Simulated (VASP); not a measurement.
Energy against volume of NaCl (rock salt). Level of theory: optB88-vdW, VASP's PBE PAW potentials (set 64) (plane waves; VASP). Run with 520 eV cut-off, 8×8×8 Γ-centred mesh, Gaussian smearing of 0.050 eV, potentials Na_pv Cl.

```
V (Å³/atom)  E (eV/atom)
-----------  -----------
21.376          -1.54755
22.037          -1.54946
22.698          -1.54795
23.360          -1.54354
```

Task: Fit these four points and predict the energy of the run at 20.715 Å³/atom.

Result: A cubic in V^(−2/3), the third-order Birch-Murnaghan form, passes through the four points with V0 = 22.06 Å³/atom and B0 = 27 GPa, and gives -1.5416 eV/atom there. The run gave -1.5416 eV/atom, +0.0 meV/atom from the fit; all five points give B0 = 27 GPa.

The compound is NaCl in the rock salt structure. It was relaxed first.
